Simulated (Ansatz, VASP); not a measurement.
# SbAs: VASP beside Ansatz

Aim: how closely do two programs agree when they are given the same cell, functional and k mesh? The cell is generated by rule, not measured, and may not be a known phase. The cell is taken from a series of runs on this material, whose earlier steps may have relaxed, scaled, displaced or heated it; both programs get it as it stands.

Main program and level: Ansatz 0.2.0; plane waves, with VASP 6.6.1 beside it; zone-centre phonons at PBEsol.

The structure was built from a prototype and need not be the compound's stable phase.

### 1. Starting point

The structure is tetragonal, space group I4mm (No. 107). The conventional cell has a = 4.092 Å, b = 4.092 Å, c = 5.877 Å, α = 90.00°, β = 90.00°, γ = 90.00°. Nearest to Sb lie 6 As at 2.66 to 3.21 Å. Nearest to As lie 6 Sb at 2.66 to 3.21 Å. Farther neighbours are not listed.

As a file:

```cif
data_structure
_symmetry_space_group_name_H-M 'I4mm'
_symmetry_Int_Tables_number 107
_cell_length_a 4.0917
_cell_length_b 4.0917
_cell_length_c 5.8772
_cell_angle_alpha 90.000
_cell_angle_beta 90.000
_cell_angle_gamma 90.000
_cell_volume 98.39
loop_
_atom_site_label
_atom_site_type_symbol
_atom_site_symmetry_multiplicity
_atom_site_Wyckoff_symbol
_atom_site_fract_x
_atom_site_fract_y
_atom_site_fract_z
_atom_site_occupancy
Sb1 Sb 2 a 0.50000 0.50000 0.28915 1
As1 As 2 a 0.00000 0.00000 0.33585 1
```

### 2. Ansatz: zone-centre phonons, PBEsol

Ansatz runs on its default PAW (the set named soft_2) files.

Second derivatives magnify differences that forces hide, and they need a tight electronic threshold.

The input, input.yaml:

```yaml
crystal:
  lattice:
    - [-2.0458310545, 2.0458310545, 2.9385890928]
    - [2.0458310545, -2.0458310545, 2.9385890928]
    - [2.0458310545, 2.0458310545, -2.9385890928]
  atoms:
    - { symbol: Sb, position: [0.7891548125, 0.7891548125, 0.0] }
    - { symbol: As, position: [0.3358451875, 0.3358451875, 0.0] }
kpoints:
  mp_grid: { grid: [14, 14, 14] }
hamiltonian:
  xc: pbesol
scf:
  occupations: { method: methfessel_paxton, width: 0.2 }
output:
  eigenvalues: true
phonons:
  method: dfpt
```

Launch:

```sh
$ ansatz run input.yaml --threads 4 --pin off --max-ram 7168MiB --backend cpu --events-out ev --progress --plain --runs-dir out
```

Numbers of over 12 decimals in the logs are rounded to 6 here.

The log of the run:

```text
zone centre: on kpoints.mp_grid the ground state, and the responses unless they are solved on pairs of k-points, stand on 428 of the mesh's 2744 k-points, reduced under 4 symmetry operations, with k and −k counted as one. Each operation leaves every solved displacement unchanged or reverses it
Engine: ansatz 0.2.0, aarch64-unknown-linux-gnu
Pseudopotentials: kind: paw
Pseudopotential: Sb, paw, valence charge 15, recommended cutoff 420 eV (normal), Sb.paw.azcp
Pseudopotential: As, paw, valence charge 15, recommended cutoff 420 eV (normal), As.paw.azcp
Functional definition: PBEsol
  exchange = pbesol_x
  correlation = pbesol_c
Crystal: 2 atoms, lattice volume = 49.197 Å³
Basis set: ecut = 420 eV, 941 PW (Γ), exchange–correlation on 60×60×60 points (8 copies of the dense FFT grid, shifted against one another)
Bands: 19, of which v1, the nominal top of the filled ones, is band 15 counted from 1 (14 counted from 0)
Symmetry: 8 space group operations
k-points: 428 of 2744 (irreducible under 4 space group operations, time reversal used)
Non-local potential: Sb, projectors of the file, l = 0: 2, l = 1: 2, l = 2: 2, l = 3: 2
Non-local potential: As, projectors of the file, l = 0: 2, l = 1: 2, l = 2: 3, l = 3: 1
PAW form: soft (Blöchl's): semilocal exchange-correlation on the pseudo side does not see the compensation charge
PAW frozen core: Sb, regenerated for the run's functional, and the local potential with it (the file was generated under x = pbe(κ = 0.804, μ = 0.219515), c = pbe(β = 0.066725))
PAW frozen core: As, regenerated for the run's functional, and the local potential with it (the file was generated under x = pbe(κ = 0.804, μ = 0.219515), c = pbe(β = 0.066725))
PAW one-centre angular grid: Sb, 590 points (default); XC on 64 Gauss nodes
PAW one-centre angular grid: As, 590 points (default); XC on 64 Gauss nodes
Initial density: superposition of atomic densities (neutral atoms: chi_scale 0, normalization atom), corrected by the library's trained network
Initial wavefunctions: pseudopotential atomic-orbital guess
Functional: x = pbesol(κ = 0.804, μ = 0.123457), c = pbesol(β = 0.046)
SCF iter   1: F=—  HF=-11221.096545 eV  |F-HF|=—  |Δ(HF+E_count)|=         —  Δρ=3.01e-3  dr2=6.62e-3  ethr=1.77e-3  ⟨swp⟩=5.2  Hψ=38377  notcnv=0
preconditioner: auto → Kerker (q_TF=auto, 2.512 Å⁻¹)  [metal: Δε(μ)=0.079 eV  Ē_g=9.465 eV  σ=0.200 eV  W_gap=0.33  n_scr=14 (ndim 8)  ℏωp=16.7 eV  f_vac=0.001  D(μ)=0.29/eV (n_scr^D=0)]
SCF iter   2: F=—  HF=-11221.093830 eV  |F-HF|=—  |Δ(HF+E_count)|=   2.72e-3  S|Δr|=    0.00e0  Δρ=1.76e-3  dr2=1.58e-3  ethr=2.21e-5  ⟨swp⟩=2.5  Hψ=18047  notcnv=0
SCF iter   3: F=—  HF=-11221.093461 eV  |F-HF|=—  |Δ(HF+E_count)|=   3.69e-4  S|Δr|=    0.00e0  Δρ=4.80e-4  dr2=1.68e-4  ethr=5.27e-6  ⟨swp⟩=2.0  Hψ=10556  notcnv=0
SCF iter   4: F=—  HF=-11221.093438 eV  |F-HF|=—  |Δ(HF+E_count)|=   2.27e-5  S|Δr|=    0.00e0  Δρ=2.24e-4  dr2=2.57e-5  ethr=5.59e-7  ⟨swp⟩=2.4  Hψ=11652  notcnv=0
SCF iter   5: F=—  HF=-11221.093441 eV  |F-HF|=—  |Δ(HF+E_count)|=   3.02e-6  S|Δr|=    0.00e0  Δρ=7.20e-5  dr2=3.12e-6  ethr=8.55e-8  ⟨swp⟩=2.0  Hψ=12259  notcnv=0
SCF iter   6: F=—  HF=-11221.093441 eV  |F-HF|=—  |Δ(HF+E_count)|=   2.68e-7  S|Δr|=    0.00e0  Δρ=3.40e-5  dr2=4.11e-7  ethr=1.04e-8  ⟨swp⟩=2.0  Hψ=14560  notcnv=0
SCF iter   7: F=—  HF=-11221.093440 eV  |F-HF|=—  |Δ(HF+E_count)|=   3.59e-7  S|Δr|=    0.00e0  Δρ=9.02e-6  dr2=3.81e-8  ethr=1.37e-9  ⟨swp⟩=2.0  Hψ=14554  notcnv=0
SCF iter   8: F=—  HF=-11221.093440 eV  |F-HF|=—  |Δ(HF+E_count)|=   1.14e-8  S|Δr|=    0.00e0  Δρ=1.61e-6  dr2=1.38e-9  ethr=1.27e-10  ⟨swp⟩=2.3  Hψ=11044  notcnv=0
SCF iter   9: F=—  HF=-11221.093440 eV  |F-HF|=—  |Δ(HF+E_count)|=  4.42e-10  S|Δr|=    0.00e0  Δρ=4.04e-7  dr2=6.72e-11  ethr=4.60e-12  ⟨swp⟩=2.0  Hψ=12984  notcnv=0
SCF iter  10: F=-11221.093440 eV  HF=-11221.093440 eV  |F-HF|=1.82e-12  |Δ(HF+E_count)|=  9.09e-12  S|Δr|=    0.00e0  Δρ=1.02e-7  dr2=6.82e-12  ethr=1.00e-12  ⟨swp⟩=5.9  Hψ=34382  notcnv=0
SCF 1 converged in 10 iterations: F = -11221.093440 eV  dr2 = 6.82e-12
  greatest PAW one-centre occupation: 0.999 electrons in one spin orbital (limit 2), on the As atom at site 1 (counted from 0), in its partial waves of l = 2
DFPT response loops at Γ: preconditioner auto → Kerker (q_TF=auto, 2.512 Å⁻¹) (partly filled bands, converged f_vac=0.000); β = 1.00, the filter's whole step (`scf.mixing.beta` (0.50) is not read by the response loops under this deck's `scf.mixing.preconditioner`; to damp them name `kerker` or `kerker_dos`, under which they read `scf.mixing.beta`, and type it under 1.00, their step now; both keys bind the ground state too); Broyden in place of MSR1
SCF converged after 10 iterations
Stability not checked: this state was not tested for a lower state beside it, because cold or Methfessel-Paxton smearing, or corrected tetrahedra, fill the levels in a way that the test cannot read (fill_not_monotonic; see scf.lower_state_search)
Free energy (F): -11221.093440 eV
Harris-Foulkes:  -11221.093440 eV  (|F-HF|=1.82e-12)
Internal energy: -11221.095584 eV  (E = F + TS)
E sigma→0 (E₀):  -11221.093976 eV
Entropy (-TS):   0.002143 eV (1.072 meV/atom)
Fermi energy:    10.775282 eV
Step filling:    the computed levels leave a gap of 0.0000 eV = 0.0 smearing widths at the electron count; against every level under it full and every level over it empty, smearing changes F+E_penalty+E_count by +0.825 meV and its σ→0 estimate by +0.289 meV
--- Per-component energies (eV) ---
  E_band       = -385.709473
  E_kinetic    = 310.347012
  E_local      = -3184.304858  (includes V_loc(G=0)·N_el)
  E_nonlocal   = -304.552940
  E_hartree    = 1615.281861
  E_xc         = -216.563470
  E_vxc        = -176.315724  (∫ρ·V_xc dr)
  E_paw        = -6291.752165  (= ΣΔE_a)
  E_vpaw       = -261.446744  (= ΣTr[D̂ρ^β])
  E_aug_tail   = 0.000006  (compensation charges beyond the density's cutoff)
  E_ewald      = -3150.849315
  E_core_change = 1.298286  (= ΣΔE_core)
  E_smearing   = 0.002143  (= −TS)
  E_closure    = 0.000000  (closes the sum)
  Σ components = -11221.093440   (vs F -11221.093440, Δ=0.00e0)
--- Band table (eV; the first three rows and the last of 428) ---
  k-point 0: bands = [... 11 lower, 5.8326, 8.7768, 8.9447, 8.9447, 13.8974, 13.8974, 14.3217, 15.9951]
  k-point 1: bands = [... 11 lower, 5.4527, 8.6131, 8.7856, 9.5082, 13.1833, 13.8549, 14.3858, 16.1779]
  k-point 2: bands = [... 11 lower, 4.7322, 8.1971, 8.3883, 10.7173, 11.5841, 13.7048, 14.5764, 15.8371]
  k-point 427: bands = [... 11 lower, 2.2195, 5.1466, 6.8177, 6.8177, 12.9675, 16.5028, 16.5028, 18.2704]
--- Phonons (Γ-DFPT): 4 representative perturbations + reference, on 428 of 2744 k-points (Σ response iterations 12) ---
  k mesh reduced under 4 symmetry operations, with k and −k counted as one. Each operation leaves every solved displacement unchanged or reverses it
  ASR residual: 4.812e-5 → 0.000e0 eV/Å²; symmetrization residual: 9.378e-6 eV/Å²
  ASR residual per site (eV/Å²): 4.81e-5 4.25e-5
  Γ frequencies (cm⁻¹): -82.75 -82.75 0.00 0.00 0.00 166.33
  non-analytic LO–TO correction: not included (Born effective charges unavailable; polar crystals: no LO–TO splitting at Γ)
```

Reading the cycles: dr2 is the Hartree energy of the density residual (eV), the measure of convergence; HF is the Harris–Foulkes estimate of the energy, which meets the free energy F at convergence.

(Part 1 of 2 ends here.)

[Lines on the potential files, build, host, timing and source positions are cut from VASP's logs without a mark.]

[Logs are printed without paths, hosts, clocks, repeated set-up lines and the standing remarks that a program may print on its own settings, such as how far it seeks lower states.]

[Hosts, paths, dates, database ids (printed as entryN), source tags and the programs' standing remarks are cut or masked in the printed files.]
